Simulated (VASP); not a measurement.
VASP runs on ZnCu2GeS4 (space group I-4) share one base input (PBE GGA, plane waves, VASP's PBE PAW potentials (set 64)) and change the settings named in each case.

KPOINTS:
```
Automatic mesh
0
Gamma
5 5 5
0 0 0
```

File POSCAR:
```
ZnCu2GeS4
5.1758630
 -0.4992180048   0.4992180048   1.0000000000
  0.4992180048  -0.4992180048   1.0000000000
  0.4992180048   0.4992180048  -1.0000000000
Cu Zn Ge S
2 1 1 4
Direct
  0.0000000000   0.0000000000   0.0000000000
  0.7500000000   0.2500000000   0.5000000000
  0.2500000000   0.7500000000   0.5000000000
  0.5000000000   0.5000000000   0.0000000000
  0.6290000000   0.6280000000   0.5130000000
  0.1150000000   0.1160000000   0.4870000000
  0.3720000000   0.8850000000   0.0010000000
  0.8840000000   0.3710000000   0.9990000000
```

INCAR:
```
SYSTEM = ZnCu2GeS4
PREC = Accurate
ENCUT = 300
EDIFF = 1E-6
NELM = 100
ALGO = Normal
LREAL = .FALSE.
LASPH = .TRUE.
ISMEAR = -1
SIGMA = 0.05
GGA = PE
LMAXMIX = 4
LWAVE = .FALSE.
LCHARG = .FALSE.
ISIF = 2
```

POTCAR, in this order: Cu Zn Ge_d S (PBE.64 set). Program: vasp_std.

```
change                                                                                                                                                                                      E(σ→0) (eV/atom)  pressure (GPa)  −TS (eV)
------------------------------------------------------------------------------------------------------------------------------------------------------------------------------------------  ----------------  --------------  --------
base run                                                                                                                                                                                             -4.0795            8.47   -0.0001
GGA removed, POTCAR Cu Zn Ge_d S (LDA.64 set)                                                                                                                                                        -4.8791               ?   -0.0001
GGA_COMPAT = .FALSE., LNONCOLLINEAR = .TRUE., LSORBIT = .TRUE., MAGMOM = 0.0 0.0 0.0 0.0 0.0 0.0 0.0 0.0 0.0 0.0 0.0 0.0 0.0 0.0 0.0 0.0 0.0 0.0 0.0 0.0 0.0 0.0 0.0 0.0, program vasp_ncl           -4.0828            8.41   -0.0001
KPOINTS 1×1×1 Γ-centred mesh                                                                                                                                                                         -3.8091            9.56   -0.0080
LDAU = .TRUE., LDAUJ = 0 0 0 0, LDAUL = -1 2 -1 -1, LDAUTYPE = 2, LDAUU = 0 1.0 0 0                                                                                                                  -4.0698               ?   -0.0001
```

Task: Some entries are withheld; supply them.

Result: 
- LDAU = .TRUE., LDAUJ = 0 0 0 0, LDAUL = -1 2 -1 -1, LDAUTYPE = 2, LDAUU = 0 1.0 0 0, pressure (GPa): 8.34
- GGA removed, POTCAR Cu Zn Ge_d S (LDA.64 set), pressure (GPa): 1.16

Energies of different potentials or functionals have different zeros.  At 300 eV the pressure can carry a Pulay error.

Left out are runs that ran out of time, are held back, or changed the cell or the kind of run, fixed moments of cells without a moment, rows past the twelfth, gaps on odd meshes, pressures of charged cells and columns that move by less than the noise.

The structure was generated: ZnCu2GeS4 was put into an ordered model structure, which need not be its known phase. The cell was not relaxed at this level, its lattice was scaled by up to 2.5 %.
